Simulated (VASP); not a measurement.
Here is a VASP 6.6.1 calculation.

Contents of INCAR:

```
SYSTEM = CdS
PREC = Accurate ; ENCUT = 520
EDIFF = 1E-7 ; ISMEAR = 0
SIGMA = 0.02 ; LREAL = .False.
LASPH = .True. ; NELM = 100
ALGO = Normal ; ISIF = 3
LWAVE = .False. ; LCHARG = .False.
GGA = PE ; IBRION = 2
NSW = 80 ; EDIFFG = -0.002
KPAR = 4
```

Contents of KPOINTS:

```
regular mesh
0
Gamma
  10 10 10
  0 0 0
```

Contents of POSCAR:

```
CdS
1.0
    0.0000000000      2.9165000000      2.9165000000
    2.9165000000      0.0000000000      2.9165000000
    2.9165000000      2.9165000000      0.0000000000
Cd S
1 1
Direct
    0.0000000000      0.0000000000      0.0000000000
    0.2500000000      0.2500000000      0.2500000000
```

Potentials or basis: VASP PAW PBE potentials, release 64 (Cd, S).

Run with:

```sh
$ cat potpaw_PBE.64/Cd/POTCAR potpaw_PBE.64/S/POTCAR > POTCAR
$ mpirun -np 4 vasp_std > vasp.out
```

Question: Predict the relaxed cell.

Answer: a = 4.198 Å, b = 4.198 Å, c = 4.198 Å, α = 60.00°, β = 60.00°, γ = 60.00°.

Question: Estimate the band gap on the k mesh.

Answer: 1.03 eV, direct.

Question: Estimate the relaxed volume.

Answer: 26.16 Å³/atom.

Step by step:
| step | energy change (eV) | largest force (eV/Å) | pressure (GPa) | volume (Å³) |
| --- | --- | --- | --- | --- |
| 1 | 0.0000 | 0.0000 | 3.21 | 49.62 |
| 2 | -0.0230 | 0.0000 | -0.93 | 53.27 |
| 3 | -0.0258 | 0.0000 | 0.01 | 52.31 |

Expect the measured gap to be larger: semilocal functionals such as PBE lack the derivative discontinuity. Zero-point motion and thermal expansion aren't in these numbers.
